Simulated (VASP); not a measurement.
DyAu (space group Pm-3m): computed properties

All values below come from r2SCAN+rVV10, VASP's PBE PAW potentials (set 64) (plane waves; VASP).

| Property | Result |
|---|---|
| space group | Pm-3m (221) |
| cell | a = b = c = 3.5570 Å, α = β = γ = 90.00° |
| volume per atom | 22.50 Å³/atom |
| band gap (over mesh and band path) | none (metal, semimetal or under 0.01 eV) |
| band gap with spin-orbit coupling | none (metallic) |
| density | 13.26 g/cm³ |

```cif
data_AuDy
_chemical_formula_sum 'Dy1 Au1'
_space_group_name_H-M_alt 'Pm-3m'
_space_group_IT_number 221
_space_group_name_Hall '-P 4 2 3'
_cell_length_a 3.55696
_cell_length_b 3.55696
_cell_length_c 3.55696
_cell_angle_alpha 90.000
_cell_angle_beta 90.000
_cell_angle_gamma 90.000
loop_
_atom_site_label
_atom_site_type_symbol
_atom_site_symmetry_multiplicity
_atom_site_Wyckoff_symbol
_atom_site_fract_x
_atom_site_fract_y
_atom_site_fract_z
_atom_site_occupancy
Dy1 Dy 1 b 0.50000 0.50000 0.50000 1
Au1 Au 1 a 0.00000 0.00000 0.00000 1
```

The 4f electrons are frozen in the core of the lanthanide potential, so 4f levels, which can set the real gap, and their magnetism are missing. Unless said otherwise, spin-orbit coupling is left out, though it shifts the bands of the heavy elements here.

The structure comes from a measured DyAu entry (Pm-3m) of the Crystallography Open Database, whose conditions weren't checked. It was relaxed first. Symmetry was kept, so distortions that lower it aren't found.
